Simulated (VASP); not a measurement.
# Cr2O3 (Eskolaite) with AM05 + U: from relaxation to properties, part 2 of 2

Aim: relax Cr2O3 (Eskolaite) with AM05 + U, compute its properties on that cell and hold them against experiment. The start is a cell from a database of measured crystal structures.

VASP 6.6.1; AM05, DFT+U (Cr d 5 eV), spin-polarised from a ferromagnetic start; plane waves and PAW (Cr_pv, O).

Still holding for the runs below: The magnetic state follows from one typed start and may not be the lowest.

So far, gap on the k-mesh (eV): step 3 (full relaxation (AM05 + U)) 2.77. The relaxed cell has a = 5.051, c = 13.663 Å (conventional setting).

### Step 6. Band structure (AM05 + U)

Levels along the symmetry lines show where the bands peak and cross; KPOINTS_OPT computes them in the converged potential.

File INCAR:

```
SYSTEM = Cr2O3
PREC = Accurate
ENCUT = 520
EDIFF = 1E-06
NELM = 100
ISMEAR = 0
SIGMA = 0.05
LREAL = .FALSE.
ALGO = Normal
GGA = AM
NBANDS = 78
ISPIN = 2
MAGMOM = 3.042 3.042 3.042 3.042 -0.098 -0.098 -0.098 -0.098 -0.098 -0.098
LDAU = .TRUE.
LDAUTYPE = 2
LDAUL = 2 -1
LDAUU = 5 0
LDAUJ = 0 0
LDAUPRINT = 1
LASPH = .TRUE.
LMAXMIX = 4
LORBIT = 11
LWAVE = .FALSE.
LCHARG = .FALSE.
KPAR = 8
```

File POSCAR:

```
Cr2O3
1.0
    2.5256403865      1.4581791570      4.5542155452
   -2.5256403865      1.4581791570      4.5542155452
    0.0000000000     -2.9163583140      4.5542155452
Cr O
4 6
Direct
    0.3496014528      0.3496014528      0.3496014528
    0.1503985472      0.1503985472      0.1503985472
    0.6503985472      0.6503985472      0.6503985472
    0.8496014528      0.8496014528      0.8496014528
    0.5506155540      0.9493844460      0.2500000000
    0.2500000000      0.5506155540      0.9493844460
    0.9493844460      0.2500000000      0.5506155540
    0.4493844460      0.0506155540      0.7500000000
    0.7500000000      0.4493844460      0.0506155540
    0.0506155540      0.7500000000      0.4493844460
```

File KPOINTS:

```
Automatic mesh
0
Gamma
7 7 7
0 0 0
```

File KPOINTS_OPT:

```
Line mode
12
Line-mode
Reciprocal
  0.00000000   0.00000000   0.00000000 GAMMA
  0.50000000   0.00000000   0.00000000 L

  0.50000000   0.00000000   0.00000000 L
  0.50000000   0.23501113  -0.23501113 B1

  0.76498887   0.50000000   0.23501113 B
  0.50000000   0.50000000   0.50000000 Z

  0.50000000   0.50000000   0.50000000 Z
  0.00000000   0.00000000   0.00000000 GAMMA

  0.00000000   0.00000000   0.00000000 GAMMA
  0.36750557   0.00000000  -0.36750557 X

  0.63249443   0.36750557   0.00000000 Q
  0.50000000   0.50000000   0.00000000 F

  0.50000000   0.50000000   0.00000000 F
  0.63249443   0.63249443   0.23501113 P1

  0.63249443   0.63249443   0.23501113 P1
  0.50000000   0.50000000   0.50000000 Z

  0.50000000   0.00000000   0.00000000 L
  0.76498887   0.36750557   0.36750557 P
```

The projector-augmented-wave data sets are Cr_pv and O (PBE family, release 64).

On the command line:

```
$ mpirun -np 8 vasp_std
```

Run time: 3.6 min. Hardware: 8 MPI ranks of Intel Xeon Platinum 8375C at 2.90GHz (Ice Lake), shared host; peak memory 7.4 GiB.

This step gave:

- bands: 78
- Fermi energy: 5.523 eV
- pressure: 0.1095 GPa
- least gap on mesh and path: 2.770 eV
- least direct gap on mesh and path: 2.857 eV

Spin up. The electronic bands at the labelled points (eV, zero at the valence-band top; v1 is the highest filled band, c1 the lowest empty one):

```
          point     v4     v3     v2     v1    c1    c2    c3    c4
              Γ  -0.38  -0.16  -0.16  -0.06  2.98  2.98  3.06  3.06
0.45 of the way  -0.54  -0.47  -0.19  -0.07  3.06  3.09  3.19  3.38
              L  -0.69  -0.69  -0.20  -0.20  3.45  3.45  3.65  3.65
0.45 of the way  -0.53  -0.53  -0.21  -0.21  3.16  3.16  3.55  3.55
             B1  -0.43  -0.43  -0.19  -0.19  3.00  3.00  3.37  3.37
      jump to B  -0.43  -0.43  -0.19  -0.19  3.00  3.00  3.37  3.37
0.45 of the way  -0.63  -0.63  -0.21  -0.21  3.18  3.18  3.55  3.55
              Z  -0.54  -0.54  -0.54  -0.54  3.47  3.47  3.47  3.47
0.55 of the way  -0.53  -0.38  -0.25  -0.25  3.04  3.04  3.26  3.26
              Γ  -0.38  -0.16  -0.16  -0.06  2.98  2.98  3.06  3.06
0.45 of the way  -0.61  -0.42  -0.19  -0.14  3.03  3.04  3.31  3.61
              X  -0.42  -0.41  -0.20  -0.20  2.93  3.03  3.31  3.57
      jump to Q  -0.42  -0.41  -0.20  -0.20  2.93  3.03  3.31  3.57
0.45 of the way  -0.48  -0.27  -0.25  -0.15  2.81  3.07  3.14  3.62
              F  -0.48  -0.30  -0.20  -0.15  2.77  3.04  3.11  3.46
0.45 of the way  -0.50  -0.36  -0.17  -0.14  2.82  3.05  3.14  3.51
             P1  -0.55  -0.49  -0.16  -0.10  2.96  3.08  3.22  3.67
0.45 of the way  -0.70  -0.56  -0.27  -0.22  3.16  3.29  3.51  3.71
              Z  -0.54  -0.54  -0.54  -0.54  3.47  3.47  3.47  3.47
      jump to L  -0.69  -0.69  -0.20  -0.20  3.45  3.45  3.65  3.65
0.45 of the way  -0.63  -0.55  -0.37  -0.01  3.19  3.26  3.52  3.73
              P  -0.55  -0.49  -0.16  -0.10  2.96  3.08  3.22  3.67
```

Of the projections kept (Cr, O), the largest for each band there, as a share of the weight inside these atoms' spheres; weight between the spheres isn't counted:

```
point       v4       v3       v2       v1       c1       c2       c3       c4
    Γ  Cr 0.76  Cr 0.54  Cr 0.54   O 0.67  Cr 0.88  Cr 0.88  Cr 0.77  Cr 0.77
    L  Cr 0.55  Cr 0.55   O 0.54   O 0.54  Cr 0.80  Cr 0.80  Cr 0.76  Cr 0.76
   B1  Cr 0.55  Cr 0.55  Cr 0.55  Cr 0.55  Cr 0.87  Cr 0.87  Cr 0.79  Cr 0.79
    B  Cr 0.55  Cr 0.55  Cr 0.55  Cr 0.55  Cr 0.87  Cr 0.87  Cr 0.79  Cr 0.79
    Z  Cr 0.55  Cr 0.55  Cr 0.55  Cr 0.55  Cr 0.81  Cr 0.81  Cr 0.81  Cr 0.81
    Γ  Cr 0.76  Cr 0.54  Cr 0.54   O 0.67  Cr 0.88  Cr 0.88  Cr 0.77  Cr 0.77
```

Spin down. The electronic bands at the labelled points (eV, zero at the valence-band top; v1 is the highest filled band, c1 the lowest empty one):

```
          point     v4     v3     v2     v1    c1    c2    c3    c4
              Γ  -1.62  -0.92  -0.92  -0.85  4.26  4.61  4.61  4.96
0.45 of the way  -1.60  -1.54  -1.13  -0.99  4.21  4.48  4.74  4.85
              L  -1.85  -1.85  -1.05  -1.05  4.19  4.19  4.90  4.90
0.45 of the way  -1.74  -1.74  -1.10  -1.10  4.06  4.06  4.96  4.96
             B1  -1.68  -1.68  -1.22  -1.22  4.15  4.15  4.75  4.75
      jump to B  -1.68  -1.68  -1.22  -1.22  4.15  4.15  4.75  4.75
0.45 of the way  -1.62  -1.62  -1.37  -1.37  4.56  4.56  4.75  4.75
              Z  -1.45  -1.45  -1.45  -1.45  4.99  4.99  4.99  4.99
0.55 of the way  -1.75  -1.40  -1.01  -1.01  4.56  4.63  4.63  4.97
              Γ  -1.62  -0.92  -0.92  -0.85  4.26  4.61  4.61  4.96
0.45 of the way  -1.72  -1.49  -1.19  -0.98  4.14  4.34  4.77  4.85
              X  -1.79  -1.59  -1.35  -1.05  4.04  4.11  4.78  4.79
      jump to Q  -1.79  -1.59  -1.35  -1.05  4.04  4.11  4.78  4.79
0.45 of the way  -1.81  -1.53  -1.48  -1.06  4.12  4.24  4.61  4.68
              F  -1.73  -1.64  -1.42  -1.08  4.15  4.43  4.50  4.60
0.45 of the way  -1.72  -1.64  -1.44  -1.11  4.16  4.43  4.51  4.66
             P1  -1.66  -1.64  -1.45  -1.16  4.21  4.46  4.53  4.84
0.45 of the way  -1.61  -1.56  -1.51  -1.30  4.56  4.69  4.79  4.84
              Z  -1.45  -1.45  -1.45  -1.45  4.99  4.99  4.99  4.99
      jump to L  -1.85  -1.85  -1.05  -1.05  4.19  4.19  4.90  4.90
0.45 of the way  -1.76  -1.58  -1.14  -1.13  4.11  4.32  4.70  5.01
              P  -1.66  -1.64  -1.45  -1.16  4.21  4.46  4.53  4.84
```

Of the projections kept (Cr, O), the largest for each band there, as a share of the weight inside these atoms' spheres; weight between the spheres isn't counted:

```
point      v4      v3      v2      v1       c1       c2       c3       c4
    Γ  O 0.83  O 0.94  O 0.94  O 0.94  Cr 0.98  Cr 0.98  Cr 0.98  Cr 0.96
    L  O 0.84  O 0.84  O 0.93  O 0.93  Cr 0.96  Cr 0.96  Cr 0.91  Cr 0.91
   B1  O 0.88  O 0.88  O 0.91  O 0.91  Cr 0.97  Cr 0.97  Cr 0.95  Cr 0.95
    B  O 0.88  O 0.88  O 0.91  O 0.91  Cr 0.97  Cr 0.97  Cr 0.95  Cr 0.95
    Z  O 0.86  O 0.86  O 0.86  O 0.86  Cr 0.94  Cr 0.94  Cr 0.94  Cr 0.94
    Γ  O 0.83  O 0.94  O 0.94  O 0.94  Cr 0.98  Cr 0.98  Cr 0.98  Cr 0.96
```

The path finds the gap of the mesh within 0.02 eV, so the mesh comes close to both band edges.

### Step 7. Total and projected DOS (AM05 + U)

A density of states needs more k-points than a total energy, and tetrahedra (ISMEAR = -5) or a smearing that fits the mesh; LORBIT projects the states on the PAW spheres. The mesh is finer than in the run before.

INCAR: that of step 6 with these lines changed.

```diff
@@ -5,3 +5,3 @@
 NELM = 100
-ISMEAR = 0
+ISMEAR = -5
 SIGMA = 0.05
@@ -25 +25,2 @@
 KPAR = 8
+NEDOS = 2001
```

POSCAR is that of step 6.

File KPOINTS:

```
Automatic mesh
0
Gamma
10 10 10
0 0 0
```

On the command line:

```
$ mpirun -np 8 vasp_std
```

Elapsed: 4.4 min, on 8 MPI ranks; peak memory 9 GiB; 29 min of CPU time.

Numbers from this step:

- irreducible k-points: 116
- Fermi energy: 5.202 eV
- pressure: 0.1103 GPa
- valence top at k: -0.4, 0.2, 0.2
- conduction bottom at k: 0.5, 0.5, 0
- least direct gap at k: 0.4, 0.3, 0
- gap on the k-mesh: 2.764 eV
- least direct gap on the k-mesh: 2.843 eV

The density of states has structure finer than the step of the table below, so its rows give means over 0.5 eV, whole bins alone (the curve runs from -12.0 to 3.98 eV). Peaks (eV: height): total up -2.46: 8.50, -1.51: 6.87, -0.88: 8.61, -0.56: 7.95; total down -4.58: 5.47, -2.78: 7.31, -1.94: 6.64, -1.09: 6.25; Cr d up -1.51: 4.17, -1.20: 4.39, -0.88: 4.47, 3.03: 4.92; Cr d down -4.58: 0.476, -3.84: 0.455, -2.78: 1.29, -2.04: 0.513; O p up -2.46: 2.89, -0.88: 2.86, -0.56: 2.75, -0.14: 2.95.

States under -12.0 eV and over 4.0 eV are left out. Density of states against energy, zero at the valence-band top; means over each step; 7 of 8 lines; values in states/eV/cell:

```
energy (eV)  total up  total down  Cr d up  Cr d down   O p up  O p down  Cr s up
       -7.0         0           0        0          0        0         0        0
       -6.5     0.222           0   0.0608          0   0.0770         0   0.0214
       -6.0      3.47           0     1.06          0     1.19         0    0.231
       -5.5      4.29      0.0338     1.48    0.00191     1.48    0.0168    0.138
       -5.0      3.67        2.81     1.36      0.202     1.27      1.42   0.0762
       -4.5      3.64        3.83     1.45      0.318     1.27      1.99   0.0536
       -4.0      2.78        4.08     1.06      0.412     1.12      2.17   0.0390
       -3.5      4.47        3.73     1.64      0.487     1.90      2.10   0.0658
       -3.0      3.73        5.18     1.54      0.898     1.40      3.04   0.0508
       -2.5      6.68        4.09     3.24      0.573     2.23      2.51   0.0517
       -2.0      6.17        5.25     3.37      0.387     1.81      3.43   0.0655
       -1.5      5.72        4.16     3.57      0.218     1.40      2.85   0.0607
       -1.0      6.24        2.88     3.60      0.104     1.78      2.06   0.0954
       -0.5      6.26           0     3.04          0     2.29         0   0.0608
        0.0      2.73           0     1.05          0     1.25         0   0.0108
        0.5         0           0        0          0        0         0        0
        1.0         0           0        0          0        0         0        0
        1.5         0           0        0          0        0         0        0
        2.0         0           0        0          0        0         0        0
        2.5    0.0463           0   0.0391          0  0.00228         0   1.4e-4
        3.0      4.04           0     3.15          0    0.440         0   0.0184
        3.5      4.03           0     2.86          0    0.709         0   0.0247
```

The gap on this mesh is 2.76 eV. In the top eV of the valence band the largest shares in the PAW spheres are Cr d 46 % and O p 39 %. The rest lies in smaller channels or between the spheres.

### Step 8. Zone-centre phonons (AM05 + U)

Zone-centre modes test whether the atoms sit at a minimum within this cell. IBRION = 6 takes the force constants from differences of forces between displaced cells, so the forces must be tight.

INCAR: that of step 7 with these lines changed.

```diff
@@ -3,5 +3,5 @@
 ENCUT = 520
-EDIFF = 1E-06
+EDIFF = 1E-08
 NELM = 100
-ISMEAR = -5
+ISMEAR = 0
 SIGMA = 0.05
@@ -10,3 +10,3 @@
 GGA = AM
-NBANDS = 78
+NBANDS = 64
 ISPIN = 2
@@ -25,2 +25,6 @@
 KPAR = 8
-NEDOS = 2001
+IBRION = 6
+NFREE = 2
+POTIM = 0.015
+ISIF = 2
+NSW = 1
```

POSCAR is that of step 7.

File KPOINTS:

```
Automatic mesh
0
Gamma
7 7 7
0 0 0
```

On the command line:

```
$ mpirun -np 8 vasp_std
```

Elapsed: 29 min, on 8 MPI ranks; peak memory 18 GiB; 3.3 h of CPU time.

The last energy, forces, stress and levels in OUTCAR belong to the last displaced cell, not to the cell of POSCAR.

Numbers from this step:

```
bands                     : 64
irreducible k-points      : 44
pressure of the cell      : 0.1069 GPa
largest force of the cell : 0.007585 eV/Å
```

Transverse limit, no LO-TO splitting. The modes at Γ (shares of kinetic energy by element, %):

```
mode  frequency (cm⁻¹)  symmetry  Cr %  O %
   1              -0.1  acoustic    68   32
   2              -0.1  acoustic    68   32
   3               0.0  acoustic    68   32
   4             249.8       A2g    94    6
   5             296.1        Eu    96    4
   6             296.1        Eu    96    4
   7             325.6        Eg    76   24
   8             325.6        Eg    76   24
   9             328.8       A1g    94    6
  10             350.1        Eg    37   63
  11             350.1        Eg    37   63
  12             384.5       A2u    11   89
  13             401.6        Eg    81   19
  14             401.6        Eg    81   19
  15             430.6        Eu     6   94
  16             430.6        Eu     6   94
  17             433.7       A1u   100    0
  18             442.8       A2g     6   94
  19             504.2        Eg     1   99
  20             504.2        Eg     1   99
  21             519.1       A2u    21   79
  22             537.2        Eu    20   80
  23             537.2        Eu    20   80
  24             554.9       A1g     6   94
  25             575.1        Eu    10   90
  26             575.1        Eu    10   90
  27             596.0        Eg     5   95
  28             596.0        Eg     5   95
  29             608.9       A1u     0  100
  30             639.4       A2g     0  100
```

Displacements in mode 4 (249.8 cm⁻¹), the largest set to 1:
```
Cr1  0.00  0.00  1.00
Cr2  0.00  0.00  1.00
Cr3  0.00  0.00 -1.00
Cr4  0.00  0.00 -1.00
O5   0.00  0.35  0.15
O6  -0.30 -0.17  0.15
O7   0.30 -0.17  0.15
O8   0.00 -0.35 -0.15
O9   0.30  0.17 -0.15
O10 -0.30  0.17 -0.15
```

Displacements in mode 28 (596.0 cm⁻¹), the largest set to 1:
```
Cr1  0.13  0.14  0.00
Cr2  0.13 -0.14  0.00
Cr3 -0.13 -0.14  0.00
Cr4 -0.13  0.14  0.00
O5  -0.32  0.00  0.00
O6   0.94  0.73  1.00
O7   0.94 -0.73 -1.00
O8   0.32  0.00  0.00
O9  -0.94 -0.73 -1.00
O10 -0.94  0.73  1.00
```

The three acoustic modes lie within 0.1 cm⁻¹ of zero, and all others are real. By the characters of their eigenvectors the optical modes sort into (cm⁻¹) Raman active: Eg 326, A1g 329, Eg 350, Eg 402, Eg 504, A1g 555, Eg 596; infrared active: Eu 296, A2u 384, Eu 431, A2u 519, Eu 537, Eu 575; silent: A2g 250, A1u 434, A2g 443, A1u 609, A2g 639. With a centre of inversion no mode is active in both.

### Step 9. Electric field gradients (AM05 + U)

Field gradients probe how far the charge around each nucleus departs from cubic symmetry; LASPH keeps the non-spherical terms inside the spheres.

INCAR: that of step 8 with these lines changed.

```diff
@@ -3,3 +3,3 @@
 ENCUT = 520
-EDIFF = 1E-08
+EDIFF = 1E-07
 NELM = 100
@@ -25,6 +25,2 @@
 KPAR = 8
-IBRION = 6
-NFREE = 2
-POTIM = 0.015
-ISIF = 2
-NSW = 1
+LEFG = .TRUE.
```

POSCAR is that of step 8.

KPOINTS is that of step 8.

On the command line:

```
$ mpirun -np 8 vasp_std
```

Run time: 79 s. Hardware: 8 MPI ranks; peak memory 4.4 GiB; 10 min of CPU time.

Numbers from this step:

```
SCF cycles                     : 19
Fermi energy                   : 5.553 eV
pressure                       : 0.1070 GPa
valence top at k               : 0.4286, 0.1429, 0.1429
conduction bottom at k         : 0.4286, 0.4286, 0
least direct gap at k          : 0.4286, 0.2857, 0
gap on the k-mesh              : 2.770 eV
least direct gap on the k-mesh : 2.857 eV
```

Electric field gradients, by row:

```
atom  Vxx (V/Å²)  Vyy (V/Å²)  Vzz (V/Å²)  asymmetry
 Cr1       -2.01       -2.01       4.019          0
 Cr2       -2.01       -2.01       4.019          0
 Cr3       -2.01       -2.01       4.019          0
 Cr4       -2.01       -2.01       4.019          0
  O5       24.33       12.35      -36.68      0.326
  O6       24.33       12.35      -36.68      0.326
  O7       24.33       12.35      -36.68      0.326
  O8       24.33       12.35      -36.68      0.326
  O9       24.33       12.35      -36.68      0.326
 O10       24.33       12.35      -36.68      0.326
```

The largest gradient, -36.68 V/Å², sits on O5 and like sites; times the quadrupole moment of a nucleus that has one, it gives the coupling that NMR and NQR see.

### Step 10. Band structure (AM05 + U) with a changed input

The mesh alone shows little of the dispersion and can miss band extrema, so KPOINTS_OPT adds a path through the symmetry points after the self-consistent cycle. Some settings are moved from the usual, to see what they do.

INCAR: that of step 9 with these lines changed.

```diff
@@ -1,5 +1,5 @@
 SYSTEM = Cr2O3
-PREC = Accurate
+PREC = Medium
 ENCUT = 520
-EDIFF = 1E-07
+EDIFF = 1E-06
 NELM = 100
@@ -10,3 +10,3 @@
 GGA = AM
-NBANDS = 64
+NBANDS = 66
 ISPIN = 2
@@ -25,2 +25 @@
 KPAR = 8
-LEFG = .TRUE.
```

POSCAR is that of step 9.

KPOINTS is that of step 9.

KPOINTS_OPT is that of step 6.

On the command line:

```
$ mpirun -np 8 vasp_std
```

It took 93 s on 8 MPI ranks; peak memory 5.8 GiB.

The run converged, and its energy and pressure stay near those of the sound run.

Against the sound run on this cell (band structure (AM05 + U)) the energy at zero smearing moves by -0.1 meV an atom and the pressure by +0.02 GPa.

Settings moved from the usual: PREC = Medium and NBANDS = 66.

PREC = Medium changes the FFT grids.

### Step 11. Total energy, forces and stress (AM05 + U) with a changed input

INCAR: that of step 10 with these lines changed.

```diff
@@ -1,6 +1,5 @@
 SYSTEM = Cr2O3
-PREC = Medium
+PREC = Accurate
 ENCUT = 520
-EDIFF = 1E-06
-NELM = 100
+NELM = 79
 ISMEAR = 0
@@ -10,3 +9,3 @@
 GGA = AM
-NBANDS = 66
+NBANDS = 64
 ISPIN = 2
@@ -25 +24,3 @@
 KPAR = 8
+ISIF = 2
+EDIF = 1E-07
```

POSCAR is that of step 10.

KPOINTS is that of step 10.

On the command line:

```
$ mpirun -np 8 vasp_std
```

Elapsed: 60 s, on 8 MPI ranks; peak memory 4.3 GiB; 7.8 min of CPU time.

The run converged, and its energy and pressure stay near those of the sound run.

Against the sound run on this cell (electric field gradients (AM05 + U)) the energy at zero smearing moves by +0.0 meV an atom and the pressure by -0.10 GPa.

The fault in the input: misspelt tag (EDIF = 1e-07). VASP ignores tags that it doesn't know, so the default applied; correct the spelling.

### Step 12. What came out

```
relaxed volume                                                                                                                                  : 10.06 Å³/atom
relaxed conventional cell a, b, c                                                                                                               : 5.051, 5.051, 13.663 Å; angles 90.0, 90.0, 120.0°
space group after relaxing, within 0.02 Å                                                                                                       : R-3c (No. 167)
moment of the cell (10×10×10 mesh)                                                                                                              : 12 μB
largest site moment (10×10×10 mesh)                                                                                                             : 3.04 μB on Cr1
band gap                                                                                                                                        : 2.77 eV, indirect (least direct gap of that run 2.86 eV)
gap among the points of the DOS mesh alone, an upper bound, under the path's gap, so the path misses an edge or the two runs hold unlike states : 2.76 eV
highest zone-centre mode                                                                                                                        : 639 cm⁻¹
largest field gradient Vzz                                                                                                                      : -36.68 V/Å² on O5
```

In words: With AM05 + U, Cr2O3 (Eskolaite) relaxes to 10.06 Å³/atom in space group R-3c, has an indirect gap of 2.77 eV and keeps moments of up to 3.04 μB (10×10×10 mesh). Against the listed cell the volume lies +4.4 % (a +1.9 %, c +0.5 %). Band structure (AM05 + U), spin up: On this path the gap is indirect, 2.77 eV, with the valence top between L and P and the conduction bottom at F. The least direct gap is 2.92 eV. Band structure (AM05 + U), spin down: On this path the gap is indirect, 4.81 eV, with the valence top at Γ and the conduction bottom between Γ and X. The least direct gap is 5.04 eV. Zone-centre phonons (AM05 + U): The highest mode in this list at Γ, 639.4 cm⁻¹, is mostly motion of O (100 % of the kinetic energy). Semilocal functionals usually underestimate gaps. Only the typed magnetic starts were tried, so the magnetic ground state may differ and with it the other results. Only ferromagnetic starts were used, while the crystal orders antiferromagnetically, so what depends on the order belongs to another state. Modes at Γ alone can't show that the crystal is stable at other wave vectors, and the LO-TO splitting is not included. No search among competing phases was made, and a listed structure need not be the one stable at ambient conditions. All values are for a static lattice at zero temperature.

Computed beside measured:

```
                                    quantity  measured   AM05, DFT+U
Raman mode, A1g, strongest peak, bulk (cm⁻¹)     552.4  555 (+0.5 %)
```

Measured values from arxiv:2109.07677 (2021).

Verdict: The Raman mode is off by +0.5 %. 3 further measured lines are left out: they lack a usable label, or no computed mode of their label or degeneracy could be paired (by label, or within 15 % without labels). The runs are ferromagnetic and the sample is antiferromagnetic, so the match is not graded. Zero-point motion and thermal expansion (measured at up to 293 K) are not in the computed Raman mode.

[Lines on the potential files, build, host, timing and source positions are cut from VASP's logs without a mark.]

[Logs are printed without paths, hosts, clocks, repeated set-up lines and the standing remarks that a program may print on its own settings, such as how far it seeks lower states.]

[Hosts, paths, dates, database ids (printed as entryN), source tags and the programs' standing remarks are cut or masked in the printed files.]

[A measured line is paired with the nearest computed mode of its activity, which favours agreement.]

[In band tables of VASP the shares of atoms and orbitals are scaled to a sum of 1 inside the atoms' spheres.]
